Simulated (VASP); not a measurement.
A run of VASP 6.6.1 is set up as follows.

File INCAR:

```
SYSTEM = SnGe7
PREC     = Accurate       ! precision mode
ENCUT    = 600            ! plane-wave cutoff, eV
EDIFF    = 1E-7           ! SCF threshold, eV
ISMEAR   = 0              ! smearing method
SIGMA    = 0.03           ! smearing width, eV
LREAL    = .False.        ! projectors in reciprocal space
LASPH    = .True.         ! aspherical terms in the spheres
NELM     = 80             ! most SCF steps
ALGO     = Normal         ! electronic algorithm
ISIF     = 3              ! what is computed and relaxed
LWAVE    = .False.        ! write WAVECAR
LCHARG   = .False.        ! write CHGCAR
GGA      = PS             ! functional
IBRION   = 2              ! ionic algorithm
NSW      = 90             ! ionic steps
EDIFFG   = -0.005         ! ionic threshold
KPAR     = 2
```

KPOINTS

```
regular mesh
0
Gamma
  6 6 6
  0 0 0
```

The input POSCAR:

```
SnGe7                                   
1.0
    5.7891983012     -0.0000000000      0.0000000000
    0.0000000000     -5.7891983012      0.0000000000
   -0.0000000000      0.0000000000     -5.7891983012
  Sn              Ge            
     1     7
Direct
     0.0000000000000000    0.5000000000000000    0.5000000000000000
     0.5000000000000000    0.0000000000000000    0.5000000000000000
     0.5000000000000000    0.5000000000000000    0.0000000000000000
     0.0000000000000000    0.0000000000000000    0.0000000000000000
     0.2584399354937102    0.2415600645062898    0.2415600645062898
     0.7415600645062899    0.7584399354937101    0.2415600645062898
     0.7415600645062899    0.2415600645062898    0.7584399354937101
     0.2584399354937102    0.7584399354937101    0.7584399354937101
```

Potentials or basis: VASP PAW PBE potentials, release 64 (Sn_d, Ge_d).

The run is started by

```console
$ cat potpaw_PBE.64/Sn_d/POTCAR potpaw_PBE.64/Ge_d/POTCAR > POTCAR
$ mpirun -np 2 vasp_std > vasp.out
```

Problem. Estimate the relaxed volume.

Solution. 24.26 Å³/atom.

Problem. Predict the band gap on the k mesh.

Solution. None (metal or under the smearing width).

Final structure:
```
Sn Ge
1.0
     5.78955    0.00000    0.00000
     0.00000   -5.78955    0.00000
     0.00000    0.00000   -5.78955
Sn Ge
1 7
Cartesian
  0.0000 -2.8948 -2.8948
  2.8948 0.0000 -2.8948
  2.8948 -2.8948 -5.7896
  0.0000 0.0000 -5.7896
  1.4964 -1.3984 -1.3984
  4.2931 -4.3912 -1.3984
  4.2931 -1.3984 -4.3912
  1.4964 -4.3912 -4.3912
```

Caveat: the PAW data sets were made with another functional, which shifts forces and pressure a little.
